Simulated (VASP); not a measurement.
Level of theory: PBE GGA, VASP's PBE PAW potentials (set 64) (plane waves; VASP).

A VASP calculation is set up with these files.

KPOINTS:
```
K-points
0
Gamma
6 6 6
```

**POSCAR**
```
Na
1
   -2.1300000000     2.1300000000     2.1300000000
    2.1300000000    -2.1300000000     2.1300000000
    2.1300000000     2.1300000000    -2.1300000000
Na
1
Direct
  0.0000000000   0.0000000000   0.0000000000
```

INCAR:
```
ALGO = Normal
EDIFF = 1E-6
ENCUT = 300
GGA = PE
ISIF = 2
ISMEAR = 0
LASPH = .TRUE.
LCHARG = .FALSE.
LREAL = .FALSE.
LWAVE = .FALSE.
NELM = 100
PREC = Accurate
SIGMA = 0.1
SYSTEM = Na
```

POTCAR, in this order: Na_pv (PBE.64 set). Program: vasp_std.

Gaps are read on the run's mesh, which can miss a band edge.

**Question.** Estimate the energy per atom (σ→0), band gap (on the k-mesh).

**Answer.** 
```yaml
energy per atom (σ→0): -1275 meV/atom
band gap (on the k-mesh): none (metal, semimetal or under 0.01 eV)
```

OSZICAR:
```
...
DAV:   3    -0.127901908529E+01   -0.26569E+00   -0.26569E+00   336   0.220E+01
DAV:   4    -0.128093520606E+01   -0.19161E-02   -0.19161E-02   245   0.144E+00
DAV:   5    -0.128095408630E+01   -0.18880E-04   -0.18880E-04   329   0.142E-01    0.218E-01
DAV:   6    -0.128081069635E+01    0.14339E-03   -0.45786E-04   252   0.324E-01    0.146E-01
DAV:   7    -0.128072384945E+01    0.86847E-04   -0.10286E-03   238   0.398E-01    0.121E-02
DAV:   8    -0.128071790704E+01    0.59424E-05   -0.29951E-05   301   0.116E-01    0.400E-03
DAV:   9    -0.128071712939E+01    0.77764E-06   -0.78988E-07   161   0.171E-02
   1 F= -.12807171E+01 E0= -.12745254E+01  d E =-.123834E-01
```

The structure is a typed Na crystal. The cell was not relaxed at this level. The k-mesh is coarse (spacing up to 0.35 per Å, 2π included), so the numbers may not be converged in it. The run is one of a series of settings (KPOINTS 6×6×6 Γ-centred mesh against the base run), some of them coarse on purpose.
